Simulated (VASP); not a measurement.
## PdAuO$_{2}$ (space group R-3m): computed properties

The numbers are results of PBEsol GGA, VASP's PBE PAW potentials (set 64) (plane waves; VASP), not measurements.

space group: R-3m (166)
cell: a = 3.1826 Å, b = 3.1826 Å, c = 18.1052 Å, α = 90.00°, β = 90.00°, γ = 120.00°
volume per atom: 13.23 Å³/atom
band gap (over mesh and band path): none (metal, semimetal or under 0.01 eV)
density: 10.52 g/cm³

```yaml
crystal:
  lattice:
    - [1.59131, 0.91874, 6.03505]
    - [-1.59131, 0.91874, 6.03505]
    - [0.00000, -1.83749, 6.03505]
  atoms:
    - { symbol: Pd, position: [0.50000, 0.50000, 0.50000] }
    - { symbol: Au, position: [0.00000, 0.00000, 0.00000] }
    - { symbol: O, position: [0.11186, 0.11186, 0.11186] }
    - { symbol: O, position: [0.88814, 0.88814, 0.88814] }
```

Unless said otherwise, spin-orbit coupling is left out, though it shifts the bands of the heavy elements here.

The structure comes from a computed database's PdAuO2 entry (R-3m); how it stands against other phases isn't given here. It was relaxed first. Symmetry was kept, so distortions that lower it aren't found.
